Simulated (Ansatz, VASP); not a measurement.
**Sc4W in VASP and in Ansatz**

```
Sc W
1.0
     5.07813    0.00000    0.00000
     0.00000    5.07813    0.00000
     0.00000    0.00000    5.07813
Sc W
4 1
Direct
  0.00000 0.00000 0.00000
  0.50000 0.50000 0.00000
  0.50000 0.00000 0.50000
  0.00000 0.50000 0.50000
  0.50000 0.50000 0.50000
```

Change from the starting cell: species swapped into the Mn4N type (Pm-3m, No. 221).

Alike in both runs: task relaxation of cell and atoms; functional PBE; k mesh 8 × 8 × 8; occupations gaussian, width 0.1 eV; no spin polarisation.

```csv
,VASP,Ansatz
version,VASP 6.6.1,Ansatz 0.2.0
potentials or method,"VASP PAW PBE potentials, release 64 (Sc_sv, W_sv)","scalar-relativistic, plane waves, PAW"
plane-wave cutoff (eV),600,420
valence electrons in the cell,58,58
```

```csv
,VASP,Ansatz,Ansatz less VASP
"gap on the k mesh at the Fermi level, each at its own relaxed structure (eV)",none,none,-
relaxed volume (Å³/atom),26.54,26.44,-0.098
relaxed cell length with the largest relative difference (Å),5.101,5.094,-0.0063
```

A gap of «none» marks a metal or a gap that the smearing closes.

The runs have no spin-orbit coupling, so splittings on W are missing.
